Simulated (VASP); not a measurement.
# Li2Nb (P6/mmm) in VASP: a series of runs, part 2 of 2

VASP 6.6.1. The steps go on from the part before.

## 3. Electric field gradients, RPBE (cell strained at random at fixed volume)

Input file INCAR:

```
SYSTEM = Li2Nb
PREC = Accurate ; ENCUT = 520
EDIFF = 1E-8 ; ISMEAR = 1
SIGMA = 0.2 ; LREAL = .False.
LASPH = .True. ; NELM = 80
ALGO = Normal ; ISIF = 2
LWAVE = .False. ; LCHARG = .False.
GGA = RP ; LEFG = .True.
```

Input file KPOINTS:

```
Automatic mesh
0
Gamma
  7 7 10
  0 0 0
```

Input file POSCAR:

```
Li2Nb
1.0
    4.1404660000     -0.0364270000     -0.0530290000
   -2.1017800000      3.6327410000      0.0251170000
   -0.0339040000     -0.0010320000      2.7037620000
Li Nb
2 1
Direct
    0.3333333300      0.6666666700      0.5000000000
    0.6666666700      0.3333333300      0.5000000000
    0.0000000000      0.0000000000      0.5000000000
```

Potentials or basis: VASP PAW PBE potentials, release 54 (Li_sv, Nb_sv).

The run is started by

```sh
$ cat potpaw_PBE.54/Li_sv/POTCAR potpaw_PBE.54/Nb_sv/POTCAR > POTCAR
$ mpirun -np 1 vasp_std > vasp.out
```

OUTCAR:

```text
SYSTEM = Li2Nb
   PREC = Accurate
   ENCUT = 520
   EDIFF = 1E-8
   ISMEAR = 1
   LREAL = .False.
   LASPH = .True.
   NELM = 80
   ISIF = 2
   GGA = RP

 ion  position               nearest neighbor table
   1  0.333  0.667  0.500-   2 2.38   3 2.38   2 2.41   3 2.41   3 2.41   2 2.41
   2  0.667  0.333  0.500-   1 2.38   3 2.38   1 2.41   3 2.41   3 2.41   1 2.41
   3  0.000  0.000  0.500-   2 2.38   1 2.38   2 2.41   1 2.41   1 2.41   2 2.41

  LATTYP: Found a triclinic cell.
 ALAT       =     4.1409657929
 B/A-ratio  =     1.0135347889
 C/A-ratio  =     0.6529816701
 COS(alpha) =     0.0119327449
 COS(beta)  =     0.0253386500
 COS(gamma) =     0.5084102211

  Lattice vectors:

 A1 = (   4.1404660000,  -0.0364270000,  -0.0530290000)
 A2 = (   2.1017800000,  -3.6327410000,  -0.0251170000)
 A3 = (   0.0339040000,   0.0010320000,  -2.7037620000)

Analysis of symmetry for initial positions (statically):
=====================================================================
 Subroutine PRICEL returns:
 Original cell was already a primitive cell.

 Routine SETGRP: Setting up the symmetry group for a
 triclinic supercell.

 Subroutine GETGRP returns: Found  2 space group operations
 (whereof  2 operations were pure point group operations)
 out of a pool of  2 trial point group operations.

The static configuration has the point symmetry S_2 .

Analysis of symmetry for dynamics (positions and initial velocities):
=====================================================================
 Subroutine PRICEL returns:
 Original cell was already a primitive cell.

[... 544 lines left out ...]
     10       5.9584      2.01460
     11       7.2766     -0.00000
     12       9.1117     -0.00000
     13       9.7328     -0.00000

 [... further k-points ...]

------------------------ aborting loop because EDIFF is reached ----------------------------------------

  FORCE on cell =-STRESS in cart. coord.  units (eV):
  Direction    XX          YY          ZZ          XY          YZ          ZX
  --------------------------------------------------------------------------------------
  -------------------------------------------------------------------------------------
  Total        9.6304396      9.4143648     -3.9974596      0.2304837     -0.0076374     -0.2168495
  in kB      381.4087805    372.8512453   -158.3174029      9.1281920     -0.3024770     -8.5882169
  external PRESSURE =     198.6475410 kB  Pullay stress =       0.0000000 kB

 VOLUME and BASIS-vectors are now :
 -----------------------------------------------------------------------------
  energy-cutoff  :      520.00
  volume of cell :       40.45
      direct lattice vectors                 reciprocal lattice vectors
     4.140466000 -0.036427000 -0.053029000     0.242794047  0.140450931  0.003098141
    -2.101780000  3.632741000  0.025117000     0.002435943  0.276682647  0.000136153
    -0.033904000 -0.001032000  2.703762000     0.004739301  0.000184385  0.369914538

 POSITION                                       TOTAL-FORCE (eV/Angst)
 -----------------------------------------------------------------------------------
     -0.03798      2.40917      1.35095        -0.104641     -0.047907      0.001124
      2.04277      1.18611      1.32490         0.104641      0.047907     -0.001124
     -0.01695     -0.00052      1.35188         0.000000     -0.000000     -0.000000
 -----------------------------------------------------------------------------------
    total drift:                               -0.000000      0.000000     -0.000000

  FREE ENERGIE OF THE ION-ELECTRON SYSTEM (eV)
  ---------------------------------------------------
  free  energy   TOTEN  =        -9.2791139971 eV

  energy  without entropy=       -9.2800121881  energy(sigma->0) =       -9.27941339

 Electric field gradients (V/A^2)
---------------------------------------------------------------------
 ion       V_xx      V_yy      V_zz      V_xy      V_xz      V_yz
---------------------------------------------------------------------
   1       1.151     0.984    -2.135     0.180    -0.109    -0.006
   2       1.151     0.984    -2.135     0.180    -0.109    -0.006
   3      26.202    24.264   -50.466     2.254    -0.684    -0.096
---------------------------------------------------------------------

 Electric field gradients after diagonalization (V/A^2)
 (convention: |V_zz| > |V_xx| > |V_yy|)
----------------------------------------------------------------------
 ion       V_xx      V_yy      V_zz     asymmetry (V_yy - V_xx)/ V_zz
----------------------------------------------------------------------
   1       1.269     0.870    -2.139       0.187
   2       1.269     0.870    -2.139       0.187
   3      27.691    22.781   -50.472       0.097
----------------------------------------------------------------------

           NMR quadrupolar parameters

 Cq : quadrupolar parameter    Cq=e*Q*V_zz/h
 eta: asymmetry parameters     (V_yy - V_xx)/ V_zz
 Q  : nuclear electric quadrupole moment in mb (millibarn)
----------------------------------------------------------------------
 ion       Cq(MHz)       eta       Q (mb)
----------------------------------------------------------------------
   1      -0.005       0.187       1.000
   2      -0.005       0.187       1.000
   3      -0.122       0.097       1.000
----------------------------------------------------------------------
```

Run time: 56 s. Hardware: 1 thread of Intel Xeon 6975P-C (Granite Rapids), shared host; peak memory 0.25 GiB.

What came out:

| Quantity | Value |
| --- | --- |
| Free energy | -9.2791 eV |
| Largest force | 0.115 eV/Å |
| Band gap on the k mesh | none (metal or under the smearing width) |

Forces in eV/Å, atoms in the order of the input:
```
Li  -0.105 -0.048  0.001
Li   0.105  0.048 -0.001
Nb   0.000  0.000  0.000
```

Electric field gradients, principal values (V/Å²):
```
atom     Vxx     Vyy      Vzz
1 Li   0.870   1.269   -2.139
2 Li   0.870   1.269   -2.139
3 Nb  22.781  27.691  -50.472
```

Caveat: the cutoff is under 1.25 times the usual one of these potentials, so pressure, stress and relaxed cells hold a basis-set (Pulay) error; the PAW data sets were made with another functional, which shifts forces and pressure a little.

## 4. The reference run

An earlier run on the cell as given: functional PBE; potentials or basis VASP PAW PBE potentials, release 64 (Li_sv, Nb_sv); cutoff 520 eV; k mesh 7 × 7 × 10; occupations fermi-dirac, width 0.05 eV; no spin polarisation.

* Band gap on the k mesh: none (metal or under the smearing width)

## 5. Summary

| task | level | potentials or basis | U | cell | k mesh | cutoff (eV) | smearing | ions in elastic constants | gap on the mesh (eV) |
| --- | --- | --- | --- | --- | --- | --- | --- | --- | --- |
| elastic constants | RPBE+D4+U | VASP PAW PBE potentials, release 64 (Li_sv, Nb_sv) | Nb d U = 1 eV | relaxed | 5 × 5 × 7 | 600 | methfessel-paxton 0.2 eV | relaxed | - |
| electric field gradients | RPBE | VASP PAW PBE potentials, release 54 (Li_sv, Nb_sv) | - | cell strained at random at fixed volume | 7 × 7 × 10 | 520 | methfessel-paxton 0.2 eV | - | none |
| single point | PBE | VASP PAW PBE potentials, release 64 (Li_sv, Nb_sv) | - | as given | 7 × 7 × 10 | 520 | fermi-dirac 0.05 eV | - | none |

Alike in all rows: no spin polarisation.

Caveats: the cutoff is under 1.25 times the usual one of these potentials, so pressure, stress and relaxed cells hold a basis-set (Pulay) error; the PAW data sets were made with another functional, which shifts forces and pressure a little (some runs); some modes are imaginary (some runs); the elastic tensor has a negative eigenvalue, so either the cell is unstable as it stands or the mesh is too thin (some runs); the U is typed as a test and isn't derived for this compound (some runs).

Total energies depend on the potentials used, so only differences within one code and one set of settings carry meaning.
